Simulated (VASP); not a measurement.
VASP input:

### INCAR
```
# general
SYSTEM  = HfO2
PREC    = Accurate
ENCUT   = 520
LREAL   = .FALSE.   # projection in real space or not
LASPH   = .TRUE.   # aspherical one-centre terms

# electronic loop
EDIFF   = 1E-7
NELM    = 100   # most electronic steps
ALGO    = Normal   # blocked Davidson
LMAXMIX = 6   # l cut-off of mixed one-centre charges
LMIXTAU = .TRUE.

# smearing
ISMEAR  = 0   # Gaussian
SIGMA   = 0.05

# functional
METAGGA = R2SCAN

# ions
ISIF    = 2

# output
LWAVE   = .FALSE.
LCHARG  = .FALSE.
```

### POSCAR
```
HfO2
1
    0.0000000000     2.5659550121     2.5659550121
    2.5659550121     0.0000000000     2.5659550121
    2.5659550121     2.5659550121     0.0000000000
Hf O
1 2
Direct
  0.0000000000   0.0000000000   0.0000000000
  0.2500000000   0.2500000000   0.2500000000
  0.7500000000   0.7500000000   0.7500000000
```

File KPOINTS:
```
kpoints
0
gamma
9 9 9
```

POTCAR, in this order: Hf_pv O (PBE.64 set). Program: vasp_std.

Translate this r2SCAN calculation to Ansatz.

One equivalent input (not run):
Ansatz 0.2 input:
```yaml
crystal:
  lattice:
    - [0.0000000, 2.5659550, 2.5659550]
    - [2.5659550, 0.0000000, 2.5659550]
    - [2.5659550, 2.5659550, 0.0000000]
  atoms:
    - { symbol: Hf, position: [0.0000000, 0.0000000, 0.0000000] }
    - { symbol: O, position: [0.2500000, 0.2500000, 0.2500000] }
    - { symbol: O, position: [0.7500000, 0.7500000, 0.7500000] }
kpoints:
  mp_grid: { grid: [9, 9, 9] }
hamiltonian:
  xc: r2scan
  pseudopotentials: { kind: paw }
scf:
  occupations: { method: gaussian, width: 0.05 }
  max_iter: 100
output: { forces: true, stress: true, eigenvalues: true }
```
What does not carry over: each code has its own PAW files, so the cut-off isn't converted (ENCUT is set for VASP's; basis.ecutwfc is left out, and Ansatz then takes the one that its files recommend); Ansatz stops its SCF on the density residual and VASP on the energy change (EDIFF).

The compound is HfO2 in the fluorite structure, the high-temperature cubic form, which is unstable at 0 K; the monoclinic form is the stable one. This cell is one point of a volume scan, at 1.06 of the reference volume.
